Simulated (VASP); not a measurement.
A run of VASP 6.6.1:

File INCAR:

```
ALGO = Normal
EDIFF = 1E-6
ENCUT = 520
GGA = PS
ISIF = 2
ISMEAR = -1
LASPH = T
LCHARG = F
LREAL = Auto
LWAVE = F
NBANDS = 39
NELM = 100
PREC = Accurate
SIGMA = 0.15
```

Contents of KPOINTS:

```
k-points
0
Gamma
  3 3 1
```

The input POSCAR:

```
MgAl16
1.0
    5.7275650000      0.0000000000      0.0000000000
    2.8637820000      4.9602170000      0.0000000000
    0.0000000000      0.0000000000     18.0148060000
Al Mg
16 1
Direct
    0.0000000000      0.0000000000      0.0555098956
    0.5000000873      0.0000000000      0.0555098956
   -0.0000000504      0.5000001008      0.0555098956
    0.5000000369      0.5000001008      0.0555098956
    0.1656379343      0.1689286981      0.1852254196
    0.6666312446      0.1669771706      0.1848853660
    0.1628400798      0.6702674500      0.1845469221
    0.6671025321      0.6702440639      0.1845640192
   -0.1707290875      0.3418412944      0.3144135441
    0.3292304109      0.3419207265      0.3143770741
   -0.1689618040      0.8383461853      0.3143956144
    0.3333521738      0.8335179691      0.3128444458
    0.0071833173      0.0072837539      0.4392215492
    0.4859069832      0.0073791126      0.4390843843
   -0.0059898205      0.5125414876      0.4481603632
    0.5023080708      0.4959734625      0.4481203961
    0.7751154766      0.9492139154      0.5699858772
```

Potentials or basis: VASP PAW PBE potentials, release 64 (Al, Mg).

Launch:

```bash
$ cat potpaw_PBE.64/Al/POTCAR potpaw_PBE.64/Mg/POTCAR > POTCAR
$ mpirun -np 1 vasp_std > vasp.out
```

Hardware: 1 thread of Intel(R) Xeon(R) 6975P-C (Granite Rapids), on a shared host.

**Question.** Estimate the wall time of this run.

**Answer.** Run time: 2.3 min on 1 thread of Intel(R) Xeon(R) 6975P-C (Granite Rapids), with other jobs on the host, peak memory 0.62 GiB. Counts: scf iterations 20, k points 5.
